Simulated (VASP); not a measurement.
Here is the system:

```
CELL_PARAMETERS angstrom
     -1.92569     1.92569     4.90721
      1.92569    -1.92569     4.90721
      1.92569     1.92569    -4.90721
ATOMIC_POSITIONS crystal
  Ti 0.75000 0.25000 0.50000
  Ti 0.00000 0.00000 0.00000
  O  0.54293 0.04293 0.50000
  O  0.79293 0.79293 0.00000
  O  0.20707 0.20707 0.00000
  O  0.95707 0.45707 0.50000
```

The numbers are results of vdW-DF2, VASP's PBE PAW potentials (set 64) (plane waves; VASP), not measurements. Run with 520 eV cut-off, 7×7×7 Γ-centred mesh, Gaussian smearing of 0.050 eV, potentials Ti_sv O.

Problem. What does the run give for the energy per atom (σ→0)?

Solution. 
| Quantity | Value |
|---|---|
| energy per atom (σ→0) | -6.875 eV/atom |

The compound is TiO2 in the anatase structure, one of several forms; rutile is the usual stable one. It was relaxed first, which changed the volume by +7 %. The start is the result of an earlier pass.
